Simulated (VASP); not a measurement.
**Ba2YRuO6: structure and properties in VASP**

What structure does Ba2YRuO6 take at this level, and what are its properties? The steps: first try, full relaxation (r2SCAN), single point with fields (r2SCAN), band structure (r2SCAN), density of states (r2SCAN), electric field gradients (r2SCAN) and bands along the symmetry lines (r2SCAN), changed input. The start is a cell from a database of measured crystal structures.

Calculated with VASP 6.6.1; r2SCAN, no spin polarisation; plane waves and PAW (Ba_sv, Y_sv, Ru_pv, O).

## (1) The starting structure

Before any relaxation, the start is as follows. Symmetry: Fm-3m, No. 225, cubic system. The conventional cell has a = 8.339 Å, b = 8.339 Å, c = 8.339 Å, α = 90.00°, β = 90.00°, γ = 90.00°. Ba has 12 O at 2.95 Å nearest. Nearest to Y lie 6 O at 2.22 Å. Ru has 6 O at 1.95 Å nearest. Nearest to O lie 1 Ru at 1.95 Å and 1 Y at 2.22 Å and 4 Ba at 2.95 Å. Farther neighbours and most contacts between anions are not listed.

## (2) First try

This run is made with a changed input; what comes of it follows.

Input file INCAR:

```
SYSTEM = Ba2YRuO6
PREC = Accurate
ENCUT = 520
EDIFF = 1E-06
NELM = 57
ISMEAR = 0
SIGMA = 0.05
LREAL = .FALSE.
ALGO = Normal
METAGGA = R2SCAN
LASPH = .TRUE.
NBANDS = 50
LORBIT = 11
LWAVE = .FALSE.
LCHARG = .FALSE.
KPAR = 8
IBRION = 1
NSW = 30
ISIF = 3
EDIFFG = -0.01
POTIM = 5
```

Input file POSCAR:

```
Ba2YRuO6
1.0
    0.0000000000      4.1695000000      4.1695000000
    4.1695000000      0.0000000000      4.1695000000
    4.1695000000      4.1695000000      0.0000000000
Ba Y Ru O
2 1 1 6
Direct
    0.2500000000      0.2500000000      0.2500000000
    0.7500000000      0.7500000000      0.7500000000
    0.0000000000      0.0000000000      0.0000000000
    0.5000000000      0.5000000000      0.5000000000
    0.7343000000      0.2657000000      0.2657000000
    0.2657000000      0.7343000000      0.2657000000
    0.2657000000      0.7343000000      0.7343000000
    0.7343000000      0.2657000000      0.7343000000
    0.2657000000      0.2657000000      0.7343000000
    0.7343000000      0.7343000000      0.2657000000
```

Input file KPOINTS:

```
Automatic mesh
0
Gamma
6 6 6
0 0 0
```

Potentials, in the order of the species: Ba_sv, Y_sv, Ru_pv and O (PBE family, release 64).

Run with:

```
> mpirun -np 8 vasp_std
```

Log:

```text
[banner, memory and clock lines left out]
running    8 mpi-ranks, on    1 nodes
[...]
|                                                                             |
|           W    W    AA    RRRRR   N    N  II  N    N   GGGG   !!!           |
|           W    W   A  A   R    R  NN   N  II  NN   N  G    G  !!!           |
|           W    W  A    A  R    R  N N  N  II  N N  N  G       !!!           |
|           W WW W  AAAAAA  RRRRR   N  N N  II  N  N N  G  GGG   !            |
|           WW  WW  A    A  R   R   N   NN  II  N   NN  G    G                |
|           W    W  A    A  R    R  N    N  II  N    N   GGGG   !!!           |
|                                                                             |
|     For optimal performance we recommend to set                             |
|       NCORE = 2 up to number-of-cores-per-socket                            |
|     NCORE specifies how many cores store one orbital (NPAR=cpu/NCORE).      |
|     This setting can greatly improve the performance of VASP for DFT.       |
|     The default, NCORE=1 might be grossly inefficient on modern             |
|     multi-core architectures or massively parallel machines. Do your        |
|     Unfortunately you need to use the default for GW and RPA                |
|     calculations (for HF NCORE is supported but not extensively tested      |
|     yet).                                                                   |
|                                                                             |

|                                                                             |
|               ----> ADVICE to this user running VASP <----                  |
|                                                                             |
|     You enforced a specific xc type in the INCAR file but a different       |
|     [... a line on the potential file left out ...]
|     I HOPE YOU KNOW WHAT YOU ARE DOING!                                     |
|                                                                             |

 LDA part: xc-table for (None), standard interpolation
 POSCAR, INCAR and KPOINTS ok, starting setup
[...]
entering main loop
       N       E                     dE             d eps       ncg     rms          rms(c)
DAV:   1     0.563144941387E+03    0.56314E+03   -0.45045E+04  1600   0.163E+03
DAV:   2    -0.152591793364E+03   -0.71574E+03   -0.69044E+03  1954   0.397E+02
DAV:   3    -0.201146371322E+03   -0.48555E+02   -0.48076E+02  1984   0.104E+02
DAV:   4    -0.203292427646E+03   -0.21461E+01   -0.21359E+01  2534   0.178E+01
[...]
DAV:  13    -0.160981301514E+03   -0.25353E-04   -0.44719E-05  2004   0.424E-02    0.140E-02
DAV:  14    -0.160981301833E+03   -0.31984E-06   -0.10569E-05  2096   0.188E-02    0.354E-03
DAV:  15    -0.160981301731E+03    0.10276E-06   -0.20552E-06  1504   0.729E-03
   1 F= -.16098130E+03 E0= -.16097666E+03  d E =-.160981E+03
 BRION: g(F)=  0.103E-03 g(S)=  0.769E-01
[...]
N       E                     dE             d eps       ncg     rms          rms(c)
DAV:   1    -0.166944201502E+03   -0.59629E+01   -0.15645E+02  1604   0.748E+01    0.219E+01
DAV:   2    -0.162644528350E+03    0.42997E+01   -0.23802E+01  1826   0.336E+01    0.124E+01
DAV:   3    -0.160615830270E+03    0.20287E+01   -0.51739E+00  1730   0.139E+01    0.793E+00
DAV:   4    -0.160374272272E+03    0.24156E+00   -0.10745E+00  2252   0.554E+00    0.380E+00
 hard stop encountered!  aborting job ...
|                                                                             |
|           W    W    AA    RRRRR   N    N  II  N    N   GGGG   !!!           |
|           W    W   A  A   R    R  NN   N  II  NN   N  G    G  !!!           |
|           W    W  A    A  R    R  N N  N  II  N N  N  G       !!!           |
|           W WW W  AAAAAA  RRRRR   N  N N  II  N  N N  G  GGG   !            |
|           WW  WW  A    A  R   R   N   NN  II  N   NN  G    G                |
|           W    W  A    A  R    R  N    N  II  N    N   GGGG   !!!           |
|                                                                             |
|     The electronic self-consistency was not achieved in the given           |
|     number of steps (NELM). The forces and other quantities evaluated       |
|     might not be reliable so examine the results carefully. If you find     |
|     spurious results, we suggest increasing NELM, if you were close to      |
|     convergence or switching to a different ALGO or adjusting the           |
|     density mixing parameters otherwise.                                    |
|                                                                             |

 soft stop encountered!  aborting job ...
```

It took 4.6 min on 8 MPI ranks of Intel Xeon Platinum 8259CL at 2.50GHz (Skylake/Cascade Lake), shared host.

The logs omit lines about the potential files and the build; timing stands in the text.

The run was stopped at its time limit, by a STOPCAR file.

The fault in the input: ionic step far too long (POTIM = 5.0 and IBRION = 1). Lower POTIM, or use IBRION = 2.

## (3) Full relaxation (r2SCAN)

The start need not lie at this functional's minimum. ISIF = 3 frees volume, shape and positions, and EDIFFG sets the threshold on forces and stress at which the search stops.

Changes to INCAR since step 2:

```diff
@@ -4,3 +4,3 @@
 EDIFF = 1E-06
-NELM = 57
+NELM = 100
 ISMEAR = 0
@@ -16,6 +16,5 @@
 KPAR = 8
-IBRION = 1
-NSW = 30
+IBRION = 2
+NSW = 60
 ISIF = 3
 EDIFFG = -0.01
-POTIM = 5
```

POSCAR is that of step 2.

KPOINTS is that of step 2.

Run with:

```
> mpirun -np 8 vasp_std
```

Log:

```text
[banner, memory and clock lines left out]
running    8 mpi-ranks, on    1 nodes
 distrk:  each k-point on    1 cores,    8 groups
 distr:  one band on    1 cores,    1 groups

 POSCAR found type information on POSCAR BaY RuO
 POSCAR found :  4 types and      10 ions
 [... a notice as in an earlier step ...]

 [... a notice as in an earlier step ...]

 LDA part: xc-table for (None), standard interpolation
 POSCAR, INCAR and KPOINTS ok, starting setup
 FFT: planning ... GRIDC
 FFT: planning ... GRID_SOFT
 FFT: planning ... GRID
 WAVECAR not read
 entering main loop
       N       E                     dE             d eps       ncg     rms          rms(c)
[... 15 cycles as in an earlier step ...]
   1 F= -.16098130E+03 E0= -.16097666E+03  d E =-.160981E+03
 curvature:   0.00 expect dE= 0.000E+00 dE for cont linesearch  0.000E+00
 trial: gam= 0.00000 g(F)=  0.103E-04 g(S)=  0.769E-02 ort = 0.000E+00 (trialstep = 0.100E+01)
 search vector abs. value=  0.770E-02
 bond charge predicted
       N       E                     dE             d eps       ncg     rms          rms(c)
DAV:   1    -0.161046790125E+03   -0.65488E-01   -0.16026E+00  1624   0.765E+00    0.242E+00
DAV:   2    -0.160994253138E+03    0.52537E-01   -0.21057E-01  1828   0.299E+00    0.873E-01
DAV:   3    -0.160984887000E+03    0.93661E-02   -0.39668E-02  1880   0.135E+00    0.666E-01
DAV:   4    -0.160981233465E+03    0.36535E-02   -0.93529E-03  2224   0.638E-01    0.288E-01
DAV:   5    -0.160981073977E+03    0.15949E-03   -0.22265E-03  2582   0.195E-01    0.295E-01
DAV:   6    -0.160981248190E+03   -0.17421E-03   -0.92605E-04  2002   0.129E-01    0.742E-02
DAV:   7    -0.160981179510E+03    0.68680E-04   -0.41980E-04  1880   0.829E-02    0.157E-02
DAV:   8    -0.160981181474E+03   -0.19640E-05   -0.35509E-05  2640   0.211E-02    0.118E-02
DAV:   9    -0.160981182205E+03   -0.73135E-06   -0.13752E-06  1568   0.615E-03
   2 F= -.16098118E+03 E0= -.16097644E+03  d E =0.119526E-03
[...]
3 F= -.16098320E+03 E0= -.16097851E+03  d E =-.189700E-02
[...]
4 F= -.16098320E+03 E0= -.16097851E+03  d E =-.189681E-02
[...]
5 F= -.16098271E+03 E0= -.16097804E+03  d E =-.140861E-02
[...]
6 F= -.16098320E+03 E0= -.16097851E+03  d E =-.189508E-02
 curvature:  -0.00 expect dE=-0.342E-07 dE for cont linesearch -0.218E-08
 ZBRENT: accuracy reached
 trial: gam=-0.01587 g(F)=  0.125E-03 g(S)=  0.113E-04 ort = 0.259E-03 (trialstep = 0.895E+00)
 search vector abs. value=  0.130E-03
 bond charge predicted
       N       E                     dE             d eps       ncg     rms          rms(c)
DAV:   1    -0.160983273139E+03   -0.76309E-04   -0.28799E-02  1680   0.798E-01    0.174E-01
DAV:   2    -0.160983247799E+03    0.25340E-04   -0.66126E-04  1886   0.148E-01    0.995E-02
DAV:   3    -0.160983244995E+03    0.28034E-05   -0.85038E-05  1858   0.643E-02    0.524E-02
DAV:   4    -0.160983238218E+03    0.67767E-05   -0.24196E-05  1960   0.356E-02    0.144E-02
DAV:   5    -0.160983238394E+03   -0.17575E-06   -0.55921E-06  1876   0.108E-02
   7 F= -.16098324E+03 E0= -.16097855E+03  d E =-.415790E-04
 trial-energy change:   -0.000042  1 .order   -0.000041   -0.000119    0.000036
 step:   0.6843(harm=  0.6843)  dis= 0.00069  next Energy=  -160.983242 (dE=-0.454E-04)
 reached required accuracy - stopping structural energy minimisation
```

Wall time 14 min (8 MPI ranks); peak memory 3.8 GiB.

OUTCAR, selected parts (step 3):

```text
ion  position               nearest neighbor table
   1  0.250  0.250  0.250-   5 2.95   6 2.95   9 2.95   7 2.95   8 2.95   9 2.95   6 2.95   7 2.95
                            10 2.95   5 2.95   8 2.95  10 2.95   3 3.61   4 3.61   3 3.61   3 3.61
   2  0.750  0.750  0.750-   6 2.95   7 2.95   9 2.95   5 2.95   8 2.95   9 2.95   5 2.95   6 2.95
                            10 2.95   7 2.95   8 2.95  10 2.95   4 3.61   3 3.61   4 3.61   4 3.61
   3  0.000  0.000  0.000-   5 2.22   6 2.22   7 2.22   8 2.22   9 2.22  10 2.22   1 3.61   2 3.61
                             2 3.61   2 3.61   2 3.61   1 3.61   1 3.61   1 3.61
   4  0.500  0.500  0.500-   5 1.95   6 1.95   7 1.95   8 1.95   9 1.95  10 1.95   1 3.61   2 3.61
                             1 3.61   1 3.61   1 3.61   2 3.61   2 3.61   2 3.61
   5  0.734  0.266  0.266-   4 1.95   3 2.22   1 2.95   1 2.95   2 2.95   2 2.95
   6  0.266  0.734  0.266-   4 1.95   3 2.22   1 2.95   1 2.95   2 2.95   2 2.95
   7  0.266  0.734  0.734-   4 1.95   3 2.22   2 2.95   1 2.95   1 2.95   2 2.95
   8  0.734  0.266  0.734-   4 1.95   3 2.22   2 2.95   1 2.95   1 2.95   2 2.95
   9  0.266  0.266  0.734-   4 1.95   3 2.22   1 2.95   1 2.95   2 2.95   2 2.95
  10  0.734  0.734  0.266-   4 1.95   3 2.22   2 2.95   1 2.95   1 2.95   2 2.95

  LATTYP: Found a face centered cubic cell.
 ALAT       =     8.3390000000

 Subroutine GETGRP returns: Found 48 space group operations
 (whereof 48 operations were pure point group operations)

The static configuration has the point symmetry O_h .

 Found     16 irreducible k-points:

   k-points           NKPTS =     16   k-points in BZ     NKDIM =     16   number of bands    NBANDS=     50

   dimension x,y,z NGX =    48 NGY =   48 NGZ =   48
   dimension x,y,z NGXF=    96 NGYF=   96 NGZF=   96

   ENCUT  =  520.0 eV  38.22 Ry    6.18 a.u.  10.96 10.96 10.96*2*pi/ulx,y,z

   NELECT =      81.0000    total number of electrons

 k-points in reciprocal lattice and weights: Automatic mesh
   0.00000000  0.00000000  0.00000000       0.005
   0.16666667  0.00000000  0.00000000       0.037
   0.33333333  0.00000000  0.00000000       0.037
   0.50000000  0.00000000  0.00000000       0.019
   0.16666667  0.16666667  0.00000000       0.028
   0.33333333  0.16666667  0.00000000       0.111
   0.50000000  0.16666667  0.00000000       0.111
  -0.33333333  0.16666667  0.00000000       0.111
  -0.16666667  0.16666667  0.00000000       0.056
[...]
-0.33333333  0.33333333  0.16666667       0.111
  -0.33333333  0.50000000  0.16666667       0.056

 average (electrostatic) potential at core
       1 -39.6984       2 -39.6984       3 -38.7599       4 -82.4089       5 -74.3026
       6 -74.3026       7 -74.3026       8 -74.3026       9 -74.3026      10 -74.3026

 E-fermi :   4.0304

 k-point     1 :       0.0000    0.0000    0.0000
  band No.  band energies     occupation
    ...
     38       2.4784      2.00000
     39       2.4784      2.00000
     40       3.6017      2.00000
     41       3.6017      2.00000
     42       3.6017      2.00000
     43       7.2627      0.00000
     44       7.2627      0.00000
     45       7.8323      0.00000
     46       7.8323      0.00000
     47       9.1250      0.00000
    ...

 k-point     2 :       0.1667    0.0000    0.0000
  band No.  band energies     occupation
    ...
     38       2.3336      2.00000
     39       2.4094      2.00000
     40       3.6815      2.00000
     41       3.7593      2.00000
     42       3.7593      2.00000
     43       7.5310      0.00000
     44       7.5310      0.00000
     45       8.1426      0.00000
     46       8.1426      0.00000
     47       9.0103      0.00000
    ...

 k-point     3 :       0.3333    0.0000    0.0000
  band No.  band energies     occupation
    ...
     38       2.0500      2.00000
     39       2.2343      2.00000
     40       3.8383      2.00000
     41       3.9930      1.70987
     42       3.9930      1.70985
     43       8.0502      0.00000
     44       8.0502      0.00000
     45       8.7925      0.00000
     46       8.7925      0.00000
     47       9.2208      0.00000
    ...

  Total        0.0312591      0.0312591      0.0312591      0.0000000      0.0000000      0.0000000
  in kB        0.3436742      0.3436742      0.3436742      0.0000000      0.0000000      0.0000000
  external PRESSURE =       0.3436742 kB  Pullay stress =       0.0000000 kB

  energy-cutoff  :      520.00
  volume of cell :      145.73
      direct lattice vectors                 reciprocal lattice vectors
     0.000000000  4.176734301  4.176734301    -0.119710751  0.119710751  0.119710751
     4.176734301  0.000000000  4.176734301     0.119710751 -0.119710751  0.119710751
     4.176734301  4.176734301  0.000000000     0.119710751  0.119710751 -0.119710751

 POSITION                                       TOTAL-FORCE (eV/Angst)
 -----------------------------------------------------------------------------------
      2.08837      2.08837      2.08837         0.000000      0.000000      0.000000
      6.26510      6.26510      6.26510        -0.000000     -0.000000     -0.000000
      4.17673      4.17673      0.00000         0.000000     -0.000000     -0.000000
      4.17673      4.17673      4.17673         0.000000     -0.000000     -0.000000
      2.22028      4.17673      4.17673        -0.007959     -0.000000     -0.000000
      4.17673      2.22028      4.17673         0.000000     -0.007959     -0.000000
      6.13319      4.17673      4.17673         0.007959     -0.000000      0.000000
      4.17673      6.13319      4.17673         0.000000      0.007959      0.000000
      4.17673      4.17673      2.22028         0.000000     -0.000000     -0.007959
      4.17673      4.17673      6.13319         0.000000     -0.000000      0.007959
 -----------------------------------------------------------------------------------
    total drift:                               -0.000000     -0.000000     -0.000000

  FREE ENERGIE OF THE ION-ELECTRON SYSTEM (eV)
  ---------------------------------------------------
  free  energy   TOTEN  =      -160.9832383942 eV

  energy  without entropy=     -160.9738521045  energy(sigma->0) =     -160.97854525

 reached required accuracy - stopping structural energy minimisation

 total charge
# of ion       s       p       d       f       tot
--------------------------------------------------
    1        2.012   5.642   0.245   0.000   7.899
    2        2.012   5.642   0.245   0.000   7.899
    3        2.181   6.571   1.103   0.193  10.048
    4        0.392   6.427   5.582   0.000  12.401
    5        1.569   3.462   0.000   0.000   5.031
    6        1.569   3.462   0.000   0.000   5.031
    7        1.569   3.462   0.000   0.000   5.031
    8        1.569   3.462   0.000   0.000   5.031
    9        1.569   3.462   0.000   0.000   5.031
   10        1.569   3.462   0.000   0.000   5.031
--------------------------------------------------
tot         16.009  45.055   7.175   0.193  68.432

[... 3 further parts left out ...]
```

CONTCAR:

```
Ba2YRuO6
   1.00000000000000
     0.0000000000000000    4.1767343011958662    4.1767343011958662
     4.1767343011958662    0.0000000000000000    4.1767343011958662
     4.1767343011958662    4.1767343011958662    0.0000000000000000
  Ba              Y               Ru              O
     2     1     1     6
Direct
     0.2500000000000000    0.2500000000000000    0.2500000000000000
     0.7500000000000000    0.7500000000000000    0.7500000000000000
     0.0000000000000000    0.0000000000000000    1.0000000000000000
     0.5000000000000000    0.5000000000000000    0.5000000000000000
     0.7342083481206888    0.2657916518793112    0.2657916518793112
     0.2657916518793112    0.7342083481206888    0.2657916518793112
     0.2657916518793112    0.7342083481206888    0.7342083481206888
     0.7342083481206888    0.2657916518793112    0.7342083481206888
     0.2657916518793112    0.2657916518793112    0.7342083481206888
     0.7342083481206888    0.7342083481206888    0.2657916518793112
```

This run has no spin polarisation, although Ru can carry a moment. Its electron count is odd, so without a moment it is a metal by construction. Harder data sets than Ba_sv exist (the GW ones), and pressures, volumes and forces can shift noticeably with them. The PAW data sets were made with PBE, which is usual practice but a small mismatch for other functionals. The run keeps the 48 symmetry operations of its start, so it cannot find a distortion of lower symmetry.

Relaxation path:

| step | energy less that of the first step (eV) | largest force (eV/Å) | pressure (GPa) | volume (Å³) |
| --- | --- | --- | --- | --- |
| 1 | 0.0000 | 0.0060 | 0.81 | 144.97 |
| 2 | 0.0001 | 0.0496 | -0.81 | 146.51 |
| 3 | -0.0019 | 0.0219 | 0.00 | 145.73 |
| 4 | -0.0019 | 0.0210 | -0.01 | 145.71 |
| 5 | -0.0014 | 0.0076 | 0.41 | 145.34 |
| 6 | -0.0019 | 0.0208 | 0.03 | 145.70 |
| 7 | -0.0019 | 0.0080 | 0.03 | 145.73 |

| conventional cell, symmetrised | before | after | change |
| --- | --- | --- | --- |
| a (Å) | 8.339 | 8.353 | +0.2 % |
| b (Å) | 8.339 | 8.353 | +0.2 % |
| c (Å) | 8.339 | 8.353 | +0.2 % |
| volume (Å³/atom) | 14.50 | 14.57 | +0.5 % |

The relaxed structure:

```
Ba Y Ru O
1.0
     0.00000    4.17673    4.17673
     4.17673    0.00000    4.17673
     4.17673    4.17673    0.00000
Ba Y Ru O
2 1 1 6
Direct
  0.25000 0.25000 0.25000
  0.75000 0.75000 0.75000
  0.00000 0.00000 0.00000
  0.50000 0.50000 0.50000
  0.73421 0.26579 0.26579
  0.26579 0.73421 0.26579
  0.26579 0.73421 0.73421
  0.73421 0.26579 0.73421
  0.26579 0.26579 0.73421
  0.73421 0.73421 0.26579
```

Numbers from this step:

| Quantity | Value |
| --- | --- |
| electrons | 81 |
| bands | 50 |
| irreducible k-points | 16 |
| symmetry operations | 48 |
| free energy (TOTEN) | -160.9832 eV |
| energy at zero smearing | -160.9785 eV |
| Fermi energy | 4.030 eV |
| pressure | 0.03437 GPa |
| metallic | yes |
| SCF cycles over all ionic steps | 57 |

It ends with a largest force of 0.008 eV/Å and a pressure of 0.03 GPa. The volume lies +0.5 % from that of the database's start.

(Part 1 of 5 ends here.)

[Lines on the potential files, build, host, timing and source positions are cut from VASP's logs without a mark.]

[Logs are printed without paths, hosts, clocks, repeated set-up lines and the standing remarks that a program may print on its own settings, such as how far it seeks lower states.]

[Hosts, paths, dates, database ids (printed as entryN), source tags and the programs' standing remarks are cut or masked in the printed files.]

[A measured line is paired with the nearest computed mode of its activity, which favours agreement.]
